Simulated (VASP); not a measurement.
# HfRu3 (Pm-3m) in VASP: notebook

Aim: see how the results for HfRu3 move with the level of theory and the settings. Levels: PBE, TPSS+TS, LDA. Tasks: single point.

Program: VASP 6.6.1. These are calculated values, not measurements. Logs are shortened: lines on timing, memory, paths and dates and some standing lists are left out, and cuts for length are marked.

## 1. The structure

Symmetry: Pm-3m, No. 221, cubic system. The conventional cell has a = 3.956 Å, b = 3.956 Å, c = 3.956 Å, α = 90.00°, β = 90.00°, γ = 90.00°. Hf (site symmetry m-3m) is surrounded by 12 Ru at 2.80 Å. Around Ru (site symmetry 4/mmm) lie 4 Hf at 2.80 Å and 8 Ru at 2.80 Å.

The cell comes from a database or a generator and needn't be the stable form of this composition.

## 2. Single point, PBE

INCAR

```
ALGO = Fast
EDIFF = 1E-6
ENCUT = 520
GGA = PE
ISIF = 2
ISMEAR = 0
LASPH = T
LCHARG = F
LREAL = F
LWAVE = F
NBANDS = 34
NELM = 80
PREC = Accurate
SIGMA = 0.02
```

KPOINTS

```
k-points
0
Gamma
  7 7 7
```

POSCAR

```
HfRu3
3.9558
    0.999993174579      0.000000000000      0.000000000000
    0.000000000000      0.999993174579      0.000000000000
    0.000000000000      0.000000000000      0.999993174579
Hf Ru
1 3
Direct
    0.0000000000      0.0000000000      0.0000000000
    0.0000000000      0.5000000000      0.5000000000
    0.5000000000      0.0000000000      0.5000000000
    0.5000000000      0.5000000000      0.0000000000
```

Potentials or basis: VASP PAW PBE potentials, release 64 (Hf_pv, Ru_pv).

On the command line:

```
$ cat potpaw_PBE.64/Hf_pv/POTCAR potpaw_PBE.64/Ru_pv/POTCAR > POTCAR
$ mpirun -np 1 vasp_std > vasp.out
```

OUTCAR:

```text
EDIFF = 1E-6
   ENCUT = 520
   GGA = PE
   ISIF = 2
   ISMEAR = 0
   LASPH = T
   LREAL = F
   NELM = 80
   PREC = Accurate

 ion  position               nearest neighbor table
   1  0.000  0.000  0.000-   2 2.80   3 2.80   4 2.80   2 2.80   3 2.80   2 2.80   4 2.80   2 2.80
                             3 2.80   4 2.80   3 2.80   4 2.80
   2  0.000  0.500  0.500-   1 2.80   3 2.80   4 2.80   1 2.80   4 2.80   1 2.80   3 2.80   1 2.80
                             3 2.80   4 2.80   4 2.80   3 2.80
   3  0.500  0.000  0.500-   1 2.80   2 2.80   4 2.80   1 2.80   4 2.80   2 2.80   4 2.80   4 2.80
                             1 2.80   2 2.80   1 2.80   2 2.80
   4  0.500  0.500  0.000-   1 2.80   2 2.80   3 2.80   2 2.80   3 2.80   1 2.80   3 2.80   3 2.80
                             1 2.80   2 2.80   2 2.80   1 2.80

  LATTYP: Found a simple cubic cell.
 ALAT       =     3.9557730000

  Lattice vectors:

 A1 = (   3.9557730000,   0.0000000000,   0.0000000000)
 A2 = (   0.0000000000,   3.9557730000,   0.0000000000)
 A3 = (   0.0000000000,   0.0000000000,   3.9557730000)

Analysis of symmetry for initial positions (statically):
=====================================================================
 Subroutine PRICEL returns:
 Original cell was already a primitive cell.

 Routine SETGRP: Setting up the symmetry group for a
 simple cubic supercell.

 Subroutine GETGRP returns: Found 48 space group operations
 (whereof 48 operations were pure point group operations)
 out of a pool of 48 trial point group operations.

The static configuration has the point symmetry O_h .

Analysis of symmetry for dynamics (positions and initial velocities):
=====================================================================
 Subroutine PRICEL returns:
 Original cell was already a primitive cell.

 Routine SETGRP: Setting up the symmetry group for a
 simple cubic supercell.

 Subroutine GETGRP returns: Found 48 space group operations
 (whereof 48 operations were pure point group operations)
 out of a pool of 48 trial point group operations.

The dynamic configuration has the point symmetry O_h .

 Subroutine INISYM returns: Found 48 space group operations
 (whereof 48 operations are pure point group operations),
 and found     1 'primitive' translations

----------------------------------------------------------------------------------------

                                     Primitive cell

  volume of cell :      61.9005

  direct lattice vectors                    reciprocal lattice vectors
     3.955773000  0.000000000  0.000000000     0.252795092  0.000000000  0.000000000
     0.000000000  3.955773000  0.000000000     0.000000000  0.252795092  0.000000000
     0.000000000  0.000000000  3.955773000     0.000000000  0.000000000  0.252795092

  length of vectors
     3.955773000  3.955773000  3.955773000     0.252795092  0.252795092  0.252795092

  position of ions in fractional coordinates (direct lattice)
     0.000000000  0.000000000  0.000000000
     0.000000000  0.500000000  0.500000000
     0.500000000  0.000000000  0.500000000
     0.500000000  0.500000000  0.000000000

  ion indices of the primitive-cell ions
   primitive index   ion index
                 1           1
                 2           2
                 3           3
                 4           4

----------------------------------------------------------------------------------------

 KPOINTS: k-points

Automatic generation of k-mesh.
 Grid dimensions read from file:
 generate k-points for:    7    7    7

 Generating k-lattice:

  Cartesian coordinates                     Fractional coordinates (reciprocal lattice)
     0.036113585  0.000000000  0.000000000     0.142857143  0.000000000  0.000000000
     0.000000000  0.036113585  0.000000000     0.000000000  0.142857143  0.000000000
     0.000000000  0.000000000  0.036113585     0.000000000  0.000000000  0.142857143

  Length of vectors
     0.036113585  0.036113585  0.036113585

  Shift w.r.t. Gamma in fractional coordinates (k-lattice)
     0.000000000  0.000000000  0.000000000

 Subroutine IBZKPT returns following result:
 ===========================================

 Found     20 irreducible k-points:

 Following reciprocal coordinates:
            Coordinates               Weight
  0.000000  0.000000  0.000000      1.000000
  0.142857  0.000000  0.000000      6.000000
  0.285714  0.000000  0.000000      6.000000
  0.428571  0.000000  0.000000      6.000000
  0.142857  0.142857  0.000000     12.000000
  0.285714  0.142857  0.000000     24.000000
[... 12 lines left out ...]
  0.428571  0.428571  0.285714     24.000000
  0.428571  0.428571  0.428571      8.000000
   k-points           NKPTS =     20   k-points in BZ     NKDIM =     20   number of bands    NBANDS=     34
   number of dos      NEDOS =    301   number of ions     NIONS =      4
   total plane-waves  NPLWV =  27000
   dimension x,y,z NGX =    30 NGY =   30 NGZ =   30
   dimension x,y,z NGXF=    60 NGYF=   60 NGZF=   60
   ions per type =               1   3
   NGX,Y,Z   is equivalent  to a cutoff of  12.61, 12.61, 12.61 a.u.
   NGXF,Y,Z  is equivalent  to a cutoff of  25.22, 25.22, 25.22 a.u.
 SYSTEM =  unknown system
   PREC   = accura    normal or accurate (medium, high low for compatibility)
   ISTART =      0    job   : 0-new  1-cont  2-samecut
   ICHARG =      2    charge: 1-file 2-atom 10-const
   ISPIN  =      1    spin polarized calculation?
   LNONCOLLINEAR =      F non collinear calculations
   LSORBIT =      F    spin-orbit coupling
   LASPH  =      T    aspherical Exc in radial PAW
   ENCUT  =  520.0 eV  38.22 Ry    6.18 a.u.   7.36  7.36  7.36*2*pi/ulx,y,z
   NELM   =     80;   NELMIN=  2; NELMDL= -5     # of ELM steps
   EDIFF  = 0.1E-05   stopping-criterion for ELM
   LREAL  =      F    real-space projection
   EDIFFG = 0.1E-04   stopping-criterion for IOM
   NSW    =      0    number of steps for IOM
   IBRION =     -1    ionic relax: 0-MD 1-quasi-New 2-CG
   NFREE  =      0    steps in history (QN), initial steepest desc. (CG)
   ISIF   =      2    stress and relaxation
   ISYM   =      2    0-nonsym 1-usesym 2-fastsym
   POTIM  = 0.5000    time-step for ionic-motion
   TEBEG  =    0.0;   TEEND  =   0.0 temperature during run
   PSTRESS=    0.0 pullay stress
   NELECT =      52.0000    total number of electrons
   NUPDOWN=      -1.0000    fix difference up-down
   EMIN   =  10.00;   EMAX   =-10.00  energy-range for DOS
   EFERMI =   0.00;   METHOD = LEGACY
   ISMEAR =     0;   SIGMA  =   0.02  broadening in eV -4-tet -1-fermi 0-gaus
   EFERMI_NEDOS =   21; number of points for ismear=-14 and -15
   IALGO  =     68    algorithm
   IMIX   =      4    mixing-type and parameters
     AMIX     =   0.40;   BMIX     =  1.00
     AMIX_MAG =   1.60;   BMIX_MAG =  1.00
  volume/ion in A,a.u.               =      15.48       104.43
  Fermi-wavevector in a.u.,A,eV,Ry     =   1.544702  2.919063 32.464901  2.386103
  Thomas-Fermi vector in A             =   2.650185
   LORBIT       =      0    0 simple, 1 ext, 2 COOP (PROOUT), +10 PAW based schemes
   GGA     = PE    functional components
   LHFCALC =     F    Hartree Fock is set to
   AEXX    =    0.0000 exact exchange contribution
   IVDW    =     0    specifies the selected vdW correction
   LEPSILON=     F    determine dielectric tensor
   LRPA    =     F    only Hartree local field effects (RPA)
 non-spin polarized calculation
 RMM-DIIS sequential band-by-band and
 Gauss-broadening in eV      SIGMA  =   0.02
  energy-cutoff  :      520.00
  volume of cell :       61.90
 maximum number of plane-waves:      1743
 NGX is ok and might be reduce to    30
   NGX = 15   NGY = 15   NGZ = 15

 number of electron      51.9999966 magnetization

 Free energy of the ion-electron system (eV)
  ---------------------------------------------------
  ext. energy  EPLUGINS =         0.00000000
  ---------------------------------------------------
  free energy    TOTEN  =       -38.41225052 eV

  energy without entropy =      -38.41037138  energy(sigma->0) =      -38.41131095

 E-fermi :   9.5433     XC(G=0): -13.2439

 val. band max:        9.5313613501   @ k =   0.4286   0.1429   0.0000
 cond. band min:       9.5483941082   @ k =   0.4286   0.4286   0.0000
 fundamental gap:      0.0170327581
 Fermi energy:         9.5433183559

 k-point     1 :       0.0000    0.0000    0.0000
  band No.  band energies     occupation
      1     -32.8293      2.00000
      2     -32.8293      2.00000
      3     -32.8293      2.00000
      4     -32.4980      2.00000
      5     -32.4980      2.00000
      6     -32.4980      2.00000
[... 26 lines left out ...]
     33      14.5115      0.00000
     34      16.1639      0.00000

 k-point     2 :       0.1429    0.0000    0.0000
  band No.  band energies     occupation
      1     -32.8158      2.00000
      2     -32.8158      2.00000
      3     -32.8069      2.00000
      4     -32.5024      2.00000
      5     -32.5024      2.00000
      6     -32.4995      2.00000
[... 26 lines left out ...]
     33      14.5408      0.00000
     34      16.1629      0.00000

 k-point     3 :       0.2857    0.0000    0.0000
  band No.  band energies     occupation
      1     -32.7813      2.00000
      2     -32.7813      2.00000
      3     -32.7438      2.00000
      4     -32.5175      2.00000
      5     -32.5175      2.00000
      6     -32.5031      2.00000
[... 26 lines left out ...]
     33      13.9069      0.00000
     34      16.0153      0.00000

 k-point     4 :       0.4286    0.0000    0.0000
  band No.  band energies     occupation
      1     -32.7465      2.00000
      2     -32.7465      2.00000
      3     -32.6519      2.00000
      4     -32.5435      2.00000
      5     -32.5385      2.00000
      6     -32.5385      2.00000
[... 26 lines left out ...]
     33      13.4604      0.00000
     34      15.9494      0.00000

 k-point     5 :       0.1429    0.1429    0.0000
  band No.  band energies     occupation
      1     -32.8226      2.00000
      2     -32.8021      2.00000
      3     -32.7684      2.00000
      4     -32.5279      2.00000
      5     -32.5058      2.00000
      6     -32.4826      2.00000
[... 473 lines left out ...]
 k-point    18 :       0.4286    0.2857    0.2857
  band No.  band energies     occupation
      1     -32.9088      2.00000
      2     -32.7091      2.00000
      3     -32.7036      2.00000
      4     -32.6709      2.00000
      5     -32.5233      2.00000
      6     -32.4489      2.00000
[... 26 lines left out ...]
     33      13.6101      0.00000
     34      14.9726      0.00000

 k-point    19 :       0.4286    0.4286    0.2857
  band No.  band energies     occupation
      1     -32.9427      2.00000
      2     -32.7467      2.00000
      3     -32.7100      2.00000
      4     -32.7077      2.00000
      5     -32.4737      2.00000
      6     -32.4225      2.00000
[... 26 lines left out ...]
     33      13.6466      0.00000
     34      14.8666      0.00000

 k-point    20 :       0.4286    0.4286    0.4286
  band No.  band energies     occupation
      1     -32.9891      2.00000
      2     -32.7511      2.00000
      3     -32.7504      2.00000
      4     -32.7504      2.00000
      5     -32.4165      2.00000
      6     -32.4165      2.00000
[... 26 lines left out ...]
     33      13.8807      0.00000
     34      14.5100      0.00000

------------------------ aborting loop because EDIFF is reached ----------------------------------------

  FORCE on cell =-STRESS in cart. coord.  units (eV):
  Direction    XX          YY          ZZ          XY          YZ          ZX
  --------------------------------------------------------------------------------------
  -------------------------------------------------------------------------------------
  Total       -0.7622025     -0.7622025     -0.7622025     -0.0000000      0.0000000      0.0000000
  in kB      -19.7281732    -19.7281732    -19.7281732     -0.0000000      0.0000000      0.0000000
  external PRESSURE =     -19.7281732 kB  Pullay stress =       0.0000000 kB

 VOLUME and BASIS-vectors are now :
 -----------------------------------------------------------------------------
  energy-cutoff  :      520.00
  volume of cell :       61.90
      direct lattice vectors                 reciprocal lattice vectors
     3.955773000  0.000000000  0.000000000     0.252795092  0.000000000  0.000000000
     0.000000000  3.955773000  0.000000000     0.000000000  0.252795092  0.000000000
     0.000000000  0.000000000  3.955773000     0.000000000  0.000000000  0.252795092

 POSITION                                       TOTAL-FORCE (eV/Angst)
 -----------------------------------------------------------------------------------
      0.00000      0.00000      0.00000         0.000000      0.000000      0.000000
      0.00000      1.97789      1.97789         0.000000      0.000000      0.000000
      1.97789      0.00000      1.97789         0.000000      0.000000      0.000000
      1.97789      1.97789      0.00000         0.000000      0.000000      0.000000
 -----------------------------------------------------------------------------------
    total drift:                                0.000000      0.000000     -0.000000

  FREE ENERGIE OF THE ION-ELECTRON SYSTEM (eV)
  ---------------------------------------------------
  free  energy   TOTEN  =       -38.4122505200 eV

  energy  without entropy=      -38.4103713776  energy(sigma->0) =      -38.41131095
```

It took 21 s on 1 thread of Intel Xeon 6975P-C (Granite Rapids), shared host; peak memory 0.18 GiB.

What came out:

```
Free energy            : -38.4123 eV
Pressure               : -2.0 GPa
Band gap on the k mesh : none (metal or under the smearing width)
```

Spin-orbit coupling is left out, which matters for the levels of Hf.

## 3. Single point, PBE

run.py

```python
from ase.calculators.vasp import Vasp
from ase.dft.bandgap import bandgap
from ase.io import read

atoms = read('POSCAR')
calc = Vasp(
    directory='calc',
    xc='pbe',
    pp='PBE',
    setups='recommended',
    prec='Accurate',
    encut=520,
    ediff=1e-06,
    ismear=0,
    sigma=0.02,
    lreal=False,
    lasph=True,
    nelm=60,
    algo='Normal',
    isif=2,
    lwave=False,
    lcharg=False,
    kpts=[7, 7, 7],
    gamma=True,
)
atoms.calc = calc

print('energy (eV):', atoms.get_potential_energy())
print('free energy (eV):', atoms.get_potential_energy(force_consistent=True))
print('forces (eV/A):')
print(atoms.get_forces())
print('stress (eV/A^3, Voigt):', atoms.get_stress())
print('Fermi level (eV):', calc.get_fermi_level())
gap, top, bottom = bandgap(calc)
print('band gap (eV):', gap, 'from (spin, k, band)', top, 'to', bottom)
```

POSCAR

```
HfRu3
1.0
    3.9557730000      0.0000000000      0.0000000000
    0.0000000000      3.9557730000      0.0000000000
    0.0000000000      0.0000000000      3.9557730000
Hf Ru
1 3
Direct
    0.0000000000      0.0000000000      0.0000000000
    0.0000000000      0.5000000000      0.5000000000
    0.5000000000      0.0000000000      0.5000000000
    0.5000000000      0.5000000000      0.0000000000
```

Potentials or basis: VASP PAW PBE potentials, release 64 (Hf_pv, Ru_pv).

On the command line:

```
$ python run.py
```

It took 21 s on 1 thread of Intel Xeon 6975P-C (Granite Rapids), shared host; peak memory 0.18 GiB.

It converged, with:

| Item | Value |
| --- | --- |
| Free energy | -38.4123 eV |
| Pressure | -1.9 GPa |
| Band gap on the k mesh | none (metal or under the smearing width) |

Levels at points of the mesh, in eV from the Fermi level:
| k point | band 23 | band 24 | band 25 | band 26 | band 27 | band 28 | band 29 | band 30 |
| --- | --- | --- | --- | --- | --- | --- | --- | --- |
| (0.00, 0.00, 0.00) | 0.69 | 0.69 | 1.81 | 2.29 | 2.29 | 2.29 | 3.98 | 3.98 |

[end of part 1 of 2]
